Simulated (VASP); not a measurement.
# SiSnPN with PBEsol + D3(BJ): from relaxation to properties, part 4 of 5

What structure does SiSnPN take at this level, and what are its properties? The cell is invented: it takes the structure of a Materials Project entry for SnP (space group 107 there), with some of its atoms replaced by other elements, volume scaled by an estimate. It may not be a known or stable phase.

VASP 6.6.1; PBEsol with D3(BJ); plane waves and PAW (Sn_d, P, Si, N); invented cell.

So far. Step 5 (Band structure (PBEsol + D3(BJ))): There is no gap at this level. Step 6 (Density of states (PBEsol + D3(BJ))): The finer mesh and the other smearing move the Fermi level by -0.02 eV from the 6×8×8 run, a small shift, which tests the Fermi level alone. Of the states within 0.3 eV of the Fermi level, the largest shares in the PAW spheres are N p 11 %, Sn s 11 % and Si p 9 %. The relaxed cell has a, b, c = 4.749, 4.659, 5.337 Å (conventional setting).

## (7) Field gradients at the nuclei (PBEsol + D3(BJ))

Field gradients probe how far the charge around each nucleus departs from cubic symmetry; LASPH keeps the non-spherical terms inside the spheres.

The input, INCAR:

```
SYSTEM = SiSnPN
PREC = Accurate
ENCUT = 520
EDIFF = 1E-07
NELM = 100
ISMEAR = -1
SIGMA = 0.05
LREAL = .FALSE.
ALGO = Normal
GGA = PS
IVDW = 12
NBANDS = 20
LORBIT = 11
LWAVE = .FALSE.
LCHARG = .FALSE.
KPAR = 2
LEFG = .TRUE.
LASPH = .TRUE.
```

The input, POSCAR:

```
SiSnPN
1.0
    4.7487191751      0.0000000000      0.0000000000
    0.0000000000      2.3293760766      2.6682830814
    0.0000000000     -2.3293760766      2.6682830814
Sn P Si N
1 1 1 1
Direct
    0.5000000000      0.5513454820      0.5513454820
    0.0000000000      0.3917948967      0.3917948967
    0.0000000000      0.9633191844      0.9633191844
    0.5000000000      0.9495384368      0.9495384368
```

The input, KPOINTS:

```
Automatic mesh
0
Gamma
6 8 8
0 0 0
```

PAW data sets: Sn_d, P, Si and N (PBE family, release 64).

Launch:

```console
> mpirun -np 2 vasp_std
```

Output:

```text
[... set-up lines as in an earlier step ...]
 entering main loop
       N       E                     dE             d eps       ncg     rms          rms(c)
DAV:   1     0.210990746183E+03    0.21099E+03   -0.13687E+04  3472   0.178E+03
DAV:   2     0.922520566804E+00   -0.21007E+03   -0.20121E+03  3500   0.439E+02
[... 1 cycle as in an earlier step ...]
DAV:   4    -0.246948465712E+02   -0.99185E+00   -0.98126E+00  4092   0.238E+01
DAV:   5    -0.247210789133E+02   -0.26232E-01   -0.26206E-01  4376   0.411E+00    0.930E+00
DAV:   6    -0.234247460003E+02    0.12963E+01   -0.11777E+01  5228   0.261E+01    0.583E+00
DAV:   7    -0.231514025473E+02    0.27334E+00   -0.16934E+00  3996   0.734E+00    0.310E+00
DAV:   8    -0.231418941527E+02    0.95084E-02   -0.37289E-01  4004   0.349E+00    0.898E-01
DAV:   9    -0.231331450447E+02    0.87491E-02   -0.36376E-02  4732   0.125E+00    0.348E-01
DAV:  10    -0.231332600521E+02   -0.11501E-03   -0.59907E-03  3824   0.566E-01    0.118E-01
DAV:  11    -0.231332613975E+02   -0.13453E-05   -0.21437E-04  4220   0.118E-01    0.532E-02
DAV:  12    -0.231332661150E+02   -0.47176E-05   -0.21679E-05  4088   0.330E-02    0.593E-03
DAV:  13    -0.231332659212E+02    0.19384E-06   -0.34398E-06  4188   0.127E-02    0.541E-03
DAV:  14    -0.231332658474E+02    0.73773E-07   -0.28359E-07  3816   0.358E-03
ion   1
     0.0000000     0.0000000     0.0000000    -0.6600426     0.0000000    -1.6855383
     0.0000571     0.0000000     0.0000000    -0.6600426     0.0000000    -1.6855382
     0.0000787     0.0000000     0.0000000    -0.6600425     0.0000000    -1.6855382
     0.0001083     0.0000000     0.0000000    -0.6600425     0.0000000    -1.6855381
     0.0001492     0.0000000     0.0000000    -0.6600424     0.0000000    -1.6855379

     0.0000000     0.0000000     0.0000000    63.5963955     0.0000000    96.7480228
     0.0000571     0.0000000     0.0000000    63.5821746     0.0000000    96.7247036
     0.0000787     0.0000000     0.0000000    63.5745045     0.0000000    96.7120527
     0.0001083     0.0000000     0.0000000    63.5622372     0.0000000    96.6917747
     0.0001492     0.0000000     0.0000000    63.5426970     0.0000000    96.6594021

ion   2
     0.0000000     0.0000000     0.0000000     0.5565449     0.0000000    -0.0131652
     0.0000365     0.0000000     0.0000000     0.5565449     0.0000000    -0.0131652
     0.0000503     0.0000000     0.0000000     0.5565449     0.0000000    -0.0131652
     0.0000692     0.0000000     0.0000000     0.5565449     0.0000000    -0.0131652
     0.0000953     0.0000000     0.0000000     0.5565449     0.0000000    -0.0131652

     0.0000000     0.0000000     0.0000000    10.4746327     0.0000000     6.0908872
     0.0000365     0.0000000     0.0000000    10.4746086     0.0000000     6.0908720
     0.0000503     0.0000000     0.0000000    10.4745938     0.0000000     6.0908627
     0.0000692     0.0000000     0.0000000    10.4745691     0.0000000     6.0908472
     0.0000953     0.0000000     0.0000000    10.4745284     0.0000000     6.0908216

ion   3
     0.0000000     0.0000000     0.0000000     1.0972710     0.0000000    -3.4195633
     0.0000353     0.0000000     0.0000000     1.0972710     0.0000000    -3.4195633
     0.0000487     0.0000000     0.0000000     1.0972710     0.0000000    -3.4195633
     0.0000670     0.0000000     0.0000000     1.0972710     0.0000000    -3.4195633
     0.0000923     0.0000000     0.0000000     1.0972710     0.0000000    -3.4195633

     0.0000000     0.0000000     0.0000000    17.1238896     0.0000000   -45.0013777
     0.0000353     0.0000000     0.0000000    17.1238597     0.0000000   -45.0013005
     0.0000487     0.0000000     0.0000000    17.1238413     0.0000000   -45.0012528
     0.0000670     0.0000000     0.0000000    17.1238106     0.0000000   -45.0011733
     0.0000923     0.0000000     0.0000000    17.1237598     0.0000000   -45.0010417

ion   4
     0.0000000     0.0000000     0.0000000    -1.6874084     0.0000000    -2.2683162
     0.0000281     0.0000000     0.0000000    -1.6874083     0.0000000    -2.2683162
     0.0000381     0.0000000     0.0000000    -1.6874083     0.0000000    -2.2683162
     0.0000517     0.0000000     0.0000000    -1.6874083     0.0000000    -2.2683161
     0.0000701     0.0000000     0.0000000    -1.6874083     0.0000000    -2.2683161

     0.0000000     0.0000000     0.0000000    -4.1385602     0.0000000    -4.7490596
     0.0000281     0.0000000     0.0000000    -4.1385595     0.0000000    -4.7490589
     0.0000381     0.0000000     0.0000000    -4.1385590     0.0000000    -4.7490584
     0.0000517     0.0000000     0.0000000    -4.1385583     0.0000000    -4.7490577
     0.0000701     0.0000000     0.0000000    -4.1385570     0.0000000    -4.7490564

   1 F= -.24434922E+02 E0= -.24429132E+02  d E =-.115807E-01
```

Elapsed: 74 s, on 2 MPI ranks of AMD EPYC 7R43, shared host; peak memory 0.46 GiB.

OUTCAR, selected parts (step 7):

```text
   NELECT =      28.0000    total number of electrons

 E-fermi :   9.7829

 k-point     1 :       0.0000    0.0000    0.0000
  band No.  band energies     occupation
    ...
     11       5.9249      2.00000
     12       7.2723      2.00000
     13       7.8952      2.00000
     14       7.9623      2.00000
     15       8.4680      2.00000
     16      10.5021      0.00000
     17      14.6099      0.00000
     18      14.9603      0.00000
     19      15.4549      0.00000
     20      15.7977      0.00000

 Edisp (eV)   -1.30166

  Total       0.01871    -0.00863     0.00530     0.00000     0.00000     0.00000
  in kB       0.50777    -0.23422     0.14381     0.00000     0.00000     0.00000
  external pressure =        0.14 kB  Pullay stress =        0.00 kB

 POSITION                                       TOTAL-FORCE (eV/Angst)
 -----------------------------------------------------------------------------------
      2.37436      0.00000      2.94229         0.000000      0.000000      0.006775
      0.00000      0.00000      2.09084         0.000000      0.000000      0.004308
      0.00000      0.00000      5.14082         0.000000      0.000000     -0.009236
      2.37436      0.00000      5.06727         0.000000      0.000000     -0.001847
 -----------------------------------------------------------------------------------
    total drift:                                0.000000      0.000000      0.000125

  FREE ENERGIE OF THE ION-ELECTRON SYSTEM (eV)
  ---------------------------------------------------
  free  energy   TOTEN  =       -24.4349222617 eV

  energy  without entropy=      -24.4233415503  energy(sigma->0) =      -24.42913191

 Electric field gradients after diagonalization (V/A^2)
 (convention: |V_zz| > |V_xx| > |V_yy|)
----------------------------------------------------------------------
 ion       V_xx      V_yy      V_zz     asymmetry (V_yy - V_xx)/ V_zz
----------------------------------------------------------------------
   1     -80.014   -64.012   144.026       0.111
   2      13.369     0.218   -13.587       0.968
   3     -38.181   -21.724    59.906       0.275
   4       6.336     1.339    -7.675       0.651
----------------------------------------------------------------------

[... 8 parts as in an earlier step ...]

[... 9 further parts left out ...]
```

This step gave:

```
bands                : 20
irreducible k-points : 84
free energy (TOTEN)  : -24.43 eV
Fermi energy         : 9.783 eV
pressure             : 0.01391 GPa
```

Electric field gradients, by row:

| atom | Vxx (V/Å²) | Vyy (V/Å²) | Vzz (V/Å²) | asymmetry |
| --- | --- | --- | --- | --- |
| Sn1 | -80.01 | -64.01 | 144 | 0.111 |
| P2 | 13.37 | 0.218 | -13.59 | 0.968 |
| Si3 | -38.18 | -21.72 | 59.91 | 0.275 |
| N4 | 6.336 | 1.339 | -7.675 | 0.651 |

The largest gradient, 144.03 V/Å², sits on Sn1; the stable nuclei of Sn have no quadrupole moment in their ground state, so NMR and NQR don't see it.

(Part 4 of 5 ends here.)

[Lines on the potential files, build, host, timing and source positions are cut from VASP's logs without a mark.]

[Logs are printed without paths, hosts, clocks, repeated set-up lines and the standing remarks that a program may print on its own settings, such as how far it seeks lower states.]

[Hosts, paths, dates, database ids (printed as entryN), source tags and the programs' standing remarks are cut or masked in the printed files.]

[A measured line is paired with the nearest computed mode of its activity, which favours agreement.]
